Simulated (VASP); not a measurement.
# ZnCd3Se3S (R3m) in VASP: elastic constants with PBE

Aim: the elastic constants of ZnCd3Se3S with PBE.

Program: VASP 6.6.1. These are calculated values, not measurements. Logs are shortened: lines on timing, memory, paths and dates and some standing lists are left out, and cuts for length are marked.

## Step 1: The structure

The structure is trigonal, space group R3m (No. 160). Conventional cell: a = 8.525 Å, b = 8.525 Å, c = 10.390 Å, α = 90.00°, β = 90.00°, γ = 120.00°. Zn (site symmetry 3m) has 1 S at 2.39 Å and 3 Se at 2.51 Å as nearest neighbours. Around Cd (site symmetry m) lie 1 S at 2.59 Å and 3 Se at 2.67 to 2.68 Å. Around Se (site symmetry m) lie 1 Zn at 2.51 Å and 3 Cd at 2.67 to 2.68 Å. Around S (site symmetry 3m) lie 1 Zn at 2.39 Å and 3 Cd at 2.59 Å.

The cell was built by a generator and needn't be a form met in nature.

## Step 2: Elastic constants, PBE

The input, POSCAR:

```
ZnCd3Se3S
1.0
    4.2626510000      2.4610430000      3.4633300000
   -4.2626510000      2.4610430000      3.4633300000
    0.0000000000     -4.9220850000      3.4633300000
Zn Cd Se S
1 3 3 1
Direct
    0.9918050000      0.9918050000      0.9918050000
    0.5064320000      0.9962020000      0.5064320000
    0.9962020000      0.5064320000      0.5064320000
    0.5064320000      0.5064320000      0.9962020000
    0.2372310000      0.7625000000      0.2372310000
    0.7625000000      0.2372310000      0.2372310000
    0.2372310000      0.2372310000      0.7625000000
    0.7616920000      0.7616920000      0.7616920000
```

The input, INCAR.step1:

```
PREC = Accurate
ENCUT = 520
EDIFF = 1E-8
ISMEAR = 0
SIGMA = 0.03
LREAL = False
LASPH = True
NELM = 100
ALGO = Normal
ISIF = 3
LWAVE = False
LCHARG = False
GGA = PE
KPAR = 8
IBRION = 2
NSW = 40
EDIFFG = -0.002
```

The input, INCAR.step2:

```
PREC = Accurate
ENCUT = 520
EDIFF = 1E-8
ISMEAR = 0
SIGMA = 0.03
LREAL = False
LASPH = True
NELM = 100
ALGO = Normal
ISIF = 3
LWAVE = False
LCHARG = False
GGA = PE
KPAR = 8
IBRION = 6
NFREE = 2
POTIM = 0.015
NSW = 1
```

The input, KPOINTS:

```
Automatic mesh
0
Gamma
  4 4 4
```

Potentials or basis: VASP PAW PBE potentials, release 64 (Zn, Cd, Se, S).

Launch:

```
> cat potpaw_PBE.64/Zn/POTCAR potpaw_PBE.64/Cd/POTCAR potpaw_PBE.64/Se/POTCAR potpaw_PBE.64/S/POTCAR > POTCAR
> cp INCAR.step1 INCAR
> mpirun -np 8 vasp_std > vasp.out
> cp CONTCAR POSCAR
> cp INCAR.step2 INCAR
> mpirun -np 8 vasp_std > vasp.out
```

OUTCAR:

```text
PREC = Accurate
   ENCUT = 520
   EDIFF = 1E-8
   ISMEAR = 0
   LREAL = False
   LASPH = True
   NELM = 100
   ISIF = 3
   GGA = PE
   IBRION = 6
   NFREE = 2
   POTIM = 0.015
   NSW = 1

 ion  position               nearest neighbor table
   1  0.992  0.992  0.992-   8 2.39   6 2.51   5 2.51   7 2.51
   2  0.506  0.996  0.506-   8 2.59   7 2.67   6 2.67   5 2.68
   3  0.996  0.506  0.506-   8 2.59   7 2.67   5 2.67   6 2.68
   4  0.506  0.506  0.996-   8 2.59   6 2.67   5 2.67   7 2.68
   5  0.237  0.763  0.237-   1 2.51   4 2.67   3 2.67   2 2.68
   6  0.763  0.237  0.237-   1 2.51   4 2.67   2 2.67   3 2.68
   7  0.237  0.237  0.763-   1 2.51   2 2.67   3 2.67   4 2.68
   8  0.762  0.762  0.762-   1 2.39   2 2.59   3 2.59   4 2.59

  LATTYP: Found a trigonal (rhomboedric) cell.
 ALAT       =     6.0189065996
 COS(alpha) =    -0.0032328236

  Lattice vectors:

 A1 = (   4.2628835852,   2.4611772832,   3.4637647978)
 A2 = (  -4.2628835852,   2.4611772832,   3.4637647978)
 A3 = (   0.0000000000,  -4.9223535662,   3.4637647977)

Analysis of symmetry for initial positions (statically):
=====================================================================
 Subroutine PRICEL returns:
 Original cell was already a primitive cell.

 Routine SETGRP: Setting up the symmetry group for a
 trigonal (rhombohedral) supercell.

 Subroutine GETGRP returns: Found  6 space group operations
 (whereof  6 operations were pure point group operations)
 out of a pool of 12 trial point group operations.

The static configuration has the point symmetry C_3v.

Analysis of symmetry for dynamics (positions and initial velocities):
=====================================================================
 Subroutine PRICEL returns:
 Original cell was already a primitive cell.

 Routine SETGRP: Setting up the symmetry group for a
 trigonal (rhombohedral) supercell.

 Subroutine GETGRP returns: Found  6 space group operations
 (whereof  6 operations were pure point group operations)
 out of a pool of 12 trial point group operations.

The dynamic configuration has the point symmetry C_3v.

 Subroutine INISYM returns: Found  6 space group operations
 (whereof  6 operations are pure point group operations),
 and found     1 'primitive' translations

----------------------------------------------------------------------------------------

                                     Primitive cell

  volume of cell :     218.0449

  direct lattice vectors                    reciprocal lattice vectors
     4.262883585  2.461177283  3.463764798     0.117291498  0.067718279  0.096234395
    -4.262883585  2.461177283  3.463764798    -0.117291498  0.067718279  0.096234395
     0.000000000 -4.922353566  3.463764798     0.000000000 -0.135436557  0.096234415

  length of vectors
     6.018906600  6.018906600  6.018906147     0.166144875  0.166144875  0.166144888

  position of ions in fractional coordinates (direct lattice)
     0.991764410  0.991764410  0.991764410
     0.506390296  0.996185575  0.506390296
     0.996185575  0.506390296  0.506390296
     0.506390296  0.506390296  0.996185575
     0.237263464  0.762545432  0.237263464
     0.762545432  0.237263464  0.237263464
     0.237263464  0.237263464  0.762545432
     0.761722064  0.761722064  0.761722064

  ion indices of the primitive-cell ions
   primitive index   ion index
                 1           1
                 2           2
                 3           3
                 4           4
                 5           5
                 6           6
                 7           7
                 8           8

----------------------------------------------------------------------------------------

 KPOINTS: Automatic mesh

Automatic generation of k-mesh.
 Grid dimensions read from file:
 generate k-points for:    4    4    4

[... 63 lines left out ...]
   NUPDOWN=      -1.0000    fix difference up-down
   EMIN   =  10.00;   EMAX   =-10.00  energy-range for DOS
   EFERMI =   0.00;   METHOD = LEGACY
   ISMEAR =     0;   SIGMA  =   0.03  broadening in eV -4-tet -1-fermi 0-gaus
   EFERMI_NEDOS =   21; number of points for ismear=-14 and -15
   IALGO  =     38    algorithm
   IMIX   =      4    mixing-type and parameters
     AMIX     =   0.40;   BMIX     =  1.00
     AMIX_MAG =   1.60;   BMIX_MAG =  1.00
  volume/ion in A,a.u.               =      27.26       183.93
  Fermi-wavevector in a.u.,A,eV,Ry     =   1.131541  2.138303 17.420700  1.280385
  Thomas-Fermi vector in A             =   2.268240
   LORBIT       =      0    0 simple, 1 ext, 2 COOP (PROOUT), +10 PAW based schemes
   GGA     = PE    functional components
   LHFCALC =     F    Hartree Fock is set to
   AEXX    =    0.0000 exact exchange contribution
   IVDW    =     0    specifies the selected vdW correction
   LEPSILON=     F    determine dielectric tensor
   LRPA    =     F    only Hartree local field effects (RPA)
 finite differences with symmetry
 non-spin polarized calculation
 Gauss-broadening in eV      SIGMA  =   0.03
  energy-cutoff  :      520.00
  volume of cell :      218.04
 maximum number of plane-waves:      5898
 NGX is ok and might be reduce to    48
   NGX = 23   NGY = 23   NGZ = 23

--------------------------------------- Ionic step        1  -------------------------------------------

 number of electron      72.0000002 magnetization

 Free energy of the ion-electron system (eV)
  ---------------------------------------------------
  ext. energy  EPLUGINS =         0.00000000
  ---------------------------------------------------
  free energy    TOTEN  =       -23.10898068 eV

  energy without entropy =      -23.10898068  energy(sigma->0) =      -23.10898068

------------------------ aborting loop because EDIFF is reached ----------------------------------------

  FORCE on cell =-STRESS in cart. coord.  units (eV):
  Direction    XX          YY          ZZ          XY          YZ          ZX
  --------------------------------------------------------------------------------------
  -------------------------------------------------------------------------------------
  Total       -0.0095424     -0.0095424      0.0053125      0.0000000      0.0000000     -0.0000000
  in kB       -0.0701169     -0.0701169      0.0390362      0.0000000      0.0000000     -0.0000000
  external PRESSURE =      -0.0337325 kB  Pullay stress =       0.0000000 kB
[... 107 lines left out ...]
  FREE ENERGIE OF THE ION-ELECTRON SYSTEM (eV)
  ---------------------------------------------------
  free  energy   TOTEN  =       -23.0939010787 eV

  energy  without entropy=      -23.0939010787  energy(sigma->0) =      -23.09390108

[... ionic steps 4 to 26 ...]

--------------------------------------- Ionic step       27  -------------------------------------------

 number of electron      72.0000001 magnetization

------------------------ aborting loop because EDIFF is reached ----------------------------------------
[... 79 lines left out ...]
--------------------------------------- Ionic step       29  -------------------------------------------

 number of electron      72.0000002 magnetization

 Free energy of the ion-electron system (eV)
  ---------------------------------------------------
  ext. energy  EPLUGINS =         0.00000000
  ---------------------------------------------------
  free energy    TOTEN  =       -23.10826176 eV

  energy without entropy =      -23.10826176  energy(sigma->0) =      -23.10826176

 E-fermi :   0.9772     XC(G=0):  -8.8305

 val. band max:        0.8167802130   @ k =   0.0000   0.0000   0.0000
 cond. band min:       1.5045157291   @ k =   0.0000   0.0000   0.0000
 fundamental gap:      0.6877355161
 Fermi energy:         0.9772386885

 k-point     1 :       0.0000    0.0000    0.0000
  band No.  band energies     occupation
      1     -11.6243      2.00000
      2     -11.0403      2.00000
      3     -11.0403      2.00000
      4     -11.0294      2.00000
      5      -6.9070      2.00000
      6      -6.9070      2.00000
[... 622 lines left out ...]
  FREE ENERGIE OF THE ION-ELECTRON SYSTEM (eV)
  ---------------------------------------------------
  free  energy   TOTEN  =       -23.1082617600 eV

  energy  without entropy=      -23.1082617600  energy(sigma->0) =      -23.10826176

 INTERNAL STRAIN TENSORS FROM STRAINED CELLS
 ============================================

 INTERNAL STRAIN TENSOR FOR ION    1 for displacements in x,y,z  (eV/Angst):
          X           Y           Z          XY          YZ          ZX
  --------------------------------------------------------------------------------
  x     0.00000     0.00000     0.00000    -3.02832     0.00000     2.55230
  y    -3.04695     3.07059    -0.00000     0.00001     2.55190    -0.00036
  z     2.54478     2.54790    -5.14493    -0.00005    -0.00045    -0.00001

 INTERNAL STRAIN TENSORS FROM DISPLACED ATOMS
 ============================================

 INTERNAL STRAIN TENSOR FOR ION    1 for displacements in x,y,z  (eV/Angst):
          X           Y           Z          XY          YZ          ZX
  --------------------------------------------------------------------------------
  x     0.00000     0.00000    -0.00000    -3.04281     0.00000     2.54785
  y    -3.04281     3.04281    -0.00000     0.00000     2.54784     0.00000
  z     2.55428     2.55428    -5.07865     0.00000    -0.00000     0.00000

 INTERNAL STRAIN TENSOR FOR ION    8 for displacements in x,y,z  (eV/Angst):
          X           Y           Z          XY          YZ          ZX
  --------------------------------------------------------------------------------
  x     0.00000     0.00000    -0.00000     3.16055     0.00000    -2.44310
  y     3.16055    -3.16055     0.00000     0.00000    -2.44310     0.00000
  z    -2.70201    -2.70201     5.27319     0.00000     0.00000     0.00000

 Eigenvectors and eigenvalues of the dynamical matrix
 ----------------------------------------------------

   1 f  =    7.538427 THz    47.365333 2PiTHz  251.454856 cm-1    31.176415 meV
             X         Y         Z           dx          dy          dz
      0.000000  0.000001 10.305716     0.000000   -0.000000   -0.338405
     -2.087940  1.205474  6.958586    -0.048208    0.027833   -0.023580
      2.087940  1.205474  6.958586     0.048208    0.027833   -0.023580
      0.000000 -2.410945  6.958586     0.000000   -0.055666   -0.023580
     -2.239216  1.292812  4.284928    -0.015704    0.009066   -0.066290
      2.239216  1.292812  4.284928     0.015704    0.009066   -0.066290
      0.000000 -2.585623  4.284928    -0.000000   -0.018133   -0.066290
      0.000000  0.000001  7.915278     0.000000    0.000001    0.927550
[... 243 lines left out ...]
  24 f/i=    0.007089 THz     0.044542 2PiTHz    0.236467 cm-1     0.029318 meV
             X         Y         Z           dx          dy          dz
      0.000000  0.000001 10.305716    -0.309649    0.000258    0.000000
     -2.087940  1.205474  6.958586    -0.410073    0.000813    0.001325
      2.087940  1.205474  6.958586    -0.410072   -0.000131   -0.001324
      0.000000 -2.410945  6.958586    -0.409256    0.000341   -0.000001
     -2.239216  1.292812  4.284928    -0.342341   -0.000463    0.000725
      2.239216  1.292812  4.284928    -0.342342    0.001034   -0.000724
      0.000000 -2.585623  4.284928    -0.343639    0.000284   -0.000001
      0.000000  0.000001  7.915278    -0.218673    0.000182    0.000000

--------------------------------------------------------------------------------------------------------

 ELASTIC MODULI CONTR FROM IONIC RELAXATION (kBar)
 Direction    XX          YY          ZZ          XY          YZ          ZX
 --------------------------------------------------------------------------------
 XX        -169.4346     62.2748    106.6203     -0.0000     78.7515     -0.0000
 YY          62.2748   -169.4346    106.6203      0.0000    -78.7515      0.0000
 ZZ         106.6203    106.6203   -224.0968     -0.0000     -0.0000     -0.0000
 XY          -0.0000      0.0000     -0.0000   -115.8547      0.0000     78.7515
 YZ          78.7515    -78.7515     -0.0000      0.0000    -54.6250     -0.0000
 ZX           0.0000     -0.0000      0.0000     78.7515     -0.0000    -54.6250
 --------------------------------------------------------------------------------

 TOTAL ELASTIC MODULI (kBar)
 Direction    XX          YY          ZZ          XY          YZ          ZX
 --------------------------------------------------------------------------------
 XX         786.8563    381.6706    323.2668     -0.0000    -67.2991     -0.0000
 YY         381.6706    786.8563    323.2667      0.0000     67.2992      0.0000
 ZZ         323.2668    323.2667    831.5039     -0.0000      0.0001     -0.0000
 XY          -0.0000      0.0000     -0.0000    202.5928      0.0000    -67.2991
 YZ         -67.2991     67.2992      0.0001      0.0000    155.4911     -0.0000
 ZX           0.0000     -0.0000      0.0000    -67.2991     -0.0000    155.4911
 --------------------------------------------------------------------------------
```

It took 26 min on 8 MPI ranks of Intel Xeon Platinum 8259CL at 2.50GHz (Skylake/Cascade Lake), shared host; peak memory 0.78 GiB.

Results:

```
Voigt bulk modulus                                      : 50 GPa
Highest phonon frequency at Γ, LO-TO splitting left out : 251 cm⁻¹
```

Phonon frequencies in cm⁻¹ (negative: imaginary):
```tsv
q point	frequencies
(0.000, 0.000, 0.000)	0 0 0 45 45 45 55 55 57 148 149 149 162 168 168 174 174 177 180 180 180 243 243 251
```

Elastic tensor in Voigt notation (GPa, in the Cartesian axes of the cell as first typed):
```
79 38 32 -7  0  0
38 79 32  7  0  0
32 32 83  0  0  0
-7  7  0 16  0  0
 0  0  0  0 16 -7
 0  0  0  0 -7 20
```

Clamped-ion elastic tensor (GPa):
```
 96  32  22 -15   0   0
 32  96  22  15   0   0
 22  22 106   0   0   0
-15  15   0  21   0   0
  0   0   0   0  21 -15
  0   0   0   0 -15  32
```
